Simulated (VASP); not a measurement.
# Quasiparticle energies of BAs in VASP, part 3 of 5

How does the gap of BAs change from the starting functional to GW? The cell is of the zinc-blende type, one of the forms listed for this formula. The start is a cell from a database of measured crystal structures.

VASP 6.6.1, plane waves and PAW; the level of theory is named at each step.

So far, gap on the k-mesh (eV): step 2 (ground state) 1.26.

## (4) evGW0 (continued)

Level of this step: evGW0 on PBE; plane waves and PAW (B_GW, As_GW) (VASP).

OUTCAR, selected parts (step 4):

```text
The static configuration has the point symmetry T_d .

 Found     16 irreducible k-points:

   k-points           NKPTS =     16   k-points in BZ     NKDIM =    216   number of bands    NBANDS=    176

   NELECT =       8.0000    total number of electrons

 E-fermi :   6.8067

 QP shifts <psi_nk| G(iteration)W_0 |psi_nk>: iteration 1
 for sc-GW calculations column KS-energies equals QP-energies in previous step
 and V_xc(KS)=  KS-energies - (<T + V_ion + V_H > + <T+V_H+V_ion>^1  + <V_x>^1)
 k-point   1 :       0.0000    0.0000    0.0000
  band No.  KS-energies  QP-energies   sigma(KS)   V_xc(KS)     V^pw_x(r,r')   Z            occupation Imag(sigma)
      1      -9.2365     -10.0638     -12.8414     -11.6549     -19.6016       0.6972       2.0000       1.1642
      2       6.1743       5.5543     -13.3749     -12.5865     -13.9902       0.7863       2.0000       0.0071
      3       6.1743       5.5543     -13.3749     -12.5865     -13.9902       0.7863       2.0000       0.0071
      4       6.1743       5.5543     -13.3749     -12.5865     -13.9902       0.7863       2.0000       0.0071
      5       9.4405       9.6748     -11.0908     -11.3898      -6.7578       0.7837       0.0000      -0.1092
      6       9.4405       9.6748     -11.0908     -11.3898      -6.7578       0.7837       0.0000      -0.1092
      7       9.4405       9.6748     -11.0908     -11.3898      -6.7578       0.7837       0.0000      -0.1092
      8      10.8291      11.2884     -12.0141     -12.6195      -6.6662       0.7586       0.0000      -0.1543
    ...

 k-point   2 :       0.1667    0.0000    0.0000
  band No.  KS-energies  QP-energies   sigma(KS)   V_xc(KS)     V^pw_x(r,r')   Z            occupation Imag(sigma)
      1      -8.7832      -9.6054     -12.8654     -11.6950     -19.4607       0.7025       2.0000       1.1072
      2       3.2123       2.5114     -12.9573     -12.0461     -14.5714       0.7692       2.0000       0.0261
      3       5.4914       4.8657     -13.2014     -12.4031     -14.0149       0.7839       2.0000       0.0086
      4       5.4914       4.8657     -13.2014     -12.4031     -14.0149       0.7839       2.0000       0.0086
      5       9.4592       9.7135     -11.3050     -11.6312      -6.7505       0.7796       0.0000      -0.1217
      6      10.3277      10.5729     -11.2316     -11.5471      -6.6000       0.7772       0.0000      -0.1178
      7      10.3277      10.5729     -11.2316     -11.5471      -6.6000       0.7772       0.0000      -0.1178
      8      12.8060      13.1403     -11.7896     -12.2357      -6.0004       0.7493       0.0000      -0.1862
    ...

 k-point   3 :       0.3333    0.0000    0.0000
  band No.  KS-energies  QP-energies   sigma(KS)   V_xc(KS)     V^pw_x(r,r')   Z            occupation Imag(sigma)
      1      -7.5163      -8.3069     -12.9537     -11.8490     -19.0884       0.7156       2.0000       0.9396
      2      -0.5728      -1.3609     -12.6938     -11.6200     -16.0098       0.7339       2.0000       0.1587
      3       4.6567       3.9920     -13.1801     -12.3271     -14.3613       0.7793       2.0000       0.0153
      4       4.6567       3.9920     -13.1801     -12.3271     -14.3613       0.7793       2.0000       0.0153
      5       9.0191       9.2365     -11.3376     -11.6158      -6.8115       0.7811       0.0000      -0.1243
      6      10.9931      11.2144     -10.8939     -11.1792      -5.9786       0.7760       0.0000      -0.1319
      7      10.9931      11.2144     -10.8939     -11.1792      -5.9786       0.7760       0.0000      -0.1319
      8      14.8480      15.0399     -10.5731     -10.8306      -4.1423       0.7453       0.0000      -0.2806
    ...

 QP shifts <psi_nk| G(iteration)W_0 |psi_nk>: iteration 2
 k-point   1 :       0.0000    0.0000    0.0000
  band No. old QP-enery  QP-energies   sigma(KS)   T+V_ion+V_H  V^pw_x(r,r')   Z            occupation Imag(sigma)
      1     -10.0638     -10.2851     -12.8002       2.4183     -19.6016       0.6960       2.0000       1.1744
      2       5.5543       5.4634     -13.3216      18.7608     -13.9902       0.7891       2.0000       0.0087
      3       5.5543       5.4634     -13.3216      18.7608     -13.9902       0.7891       2.0000       0.0087
      4       5.5543       5.4634     -13.3216      18.7608     -13.9902       0.7891       2.0000       0.0087
      5       9.6748       9.6835     -11.1444      20.8302      -6.7578       0.7849       0.0000      -0.1116
      6       9.6748       9.6835     -11.1444      20.8302      -6.7578       0.7849       0.0000      -0.1116
      7       9.6748       9.6835     -11.1444      20.8302      -6.7578       0.7849       0.0000      -0.1116
      8      11.2884      11.3220     -12.1158      23.4487      -6.6662       0.7568       0.0000      -0.1626
    ...

 QP shifts <psi_nk| G(iteration)W_0 |psi_nk>: iteration 3
 k-point   1 :       0.0000    0.0000    0.0000
  band No. old QP-enery  QP-energies   sigma(KS)   T+V_ion+V_H  V^pw_x(r,r')   Z            occupation Imag(sigma)
      1     -10.2851     -10.3411     -12.7838       2.4183     -19.6016       0.6967       2.0000       1.1841
      2       5.4634       5.4475     -13.3175      18.7608     -13.9902       0.7897       2.0000       0.0088
      3       5.4634       5.4475     -13.3175      18.7608     -13.9902       0.7897       2.0000       0.0088
      4       5.4634       5.4475     -13.3175      18.7608     -13.9902       0.7897       2.0000       0.0088
      5       9.6835       9.6811     -11.1499      20.8302      -6.7578       0.7854       0.0000      -0.1119
      6       9.6835       9.6811     -11.1499      20.8302      -6.7578       0.7854       0.0000      -0.1119
      7       9.6835       9.6811     -11.1499      20.8302      -6.7578       0.7854       0.0000      -0.1119
      8      11.3220      11.3226     -12.1259      23.4487      -6.6662       0.7567       0.0000      -0.1635
    ...

 QP shifts <psi_nk| G(iteration)W_0 |psi_nk>: iteration 4
 k-point   1 :       0.0000    0.0000    0.0000
  band No. old QP-enery  QP-energies   sigma(KS)   T+V_ion+V_H  V^pw_x(r,r')   Z            occupation Imag(sigma)
      1     -10.3411     -10.3545     -12.7787       2.4183     -19.6016       0.6967       2.0000       1.1877
      2       5.4475       5.4443     -13.3173      18.7608     -13.9902       0.7898       2.0000       0.0088
      3       5.4475       5.4443     -13.3173      18.7608     -13.9902       0.7898       2.0000       0.0088
      4       5.4475       5.4443     -13.3173      18.7608     -13.9902       0.7898       2.0000       0.0088
      5       9.6811       9.6800     -11.1506      20.8302      -6.7578       0.7855       0.0000      -0.1119
      6       9.6811       9.6800     -11.1506      20.8302      -6.7578       0.7855       0.0000      -0.1119
      7       9.6811       9.6800     -11.1506      20.8302      -6.7578       0.7855       0.0000      -0.1119
      8      11.3226      11.3218     -12.1271      23.4487      -6.6662       0.7566       0.0000      -0.1635
    ...

[... 7 parts as in an earlier step ...]

[... 26 further parts left out ...]
```

This step gave:

* quasiparticle gap on the mesh: 2.002 eV
* smallest direct quasiparticle gap on the mesh: 4.236 eV
* gap of the starting orbitals on the mesh: 1.265 eV

QP gap by iteration, by row:

```
iteration  gap (eV)  direct gap (eV)
        1     1.909             4.12
        2     1.989             4.22
        3         2            4.234
        4     2.002            4.236
```

GW takes the gap from 1.265 to 2.002 eV. Spin-orbit coupling is left out. The value holds for 176 bands, ENCUTGW = 200 eV and this mesh, and isn't shown to be converged in them.

(Part 3 of 5 ends here.)

[Lines on the potential files, build, host, timing and source positions are cut from VASP's logs without a mark.]

[Logs are printed without paths, hosts, clocks, repeated set-up lines and the standing remarks that a program may print on its own settings, such as how far it seeks lower states.]

[Hosts, paths, dates, database ids (printed as entryN), source tags and the programs' standing remarks are cut or masked in the printed files.]

[Pressures printed for these runs are not shown converged in the cutoff: they can be off by several GPa and have the wrong sign.]
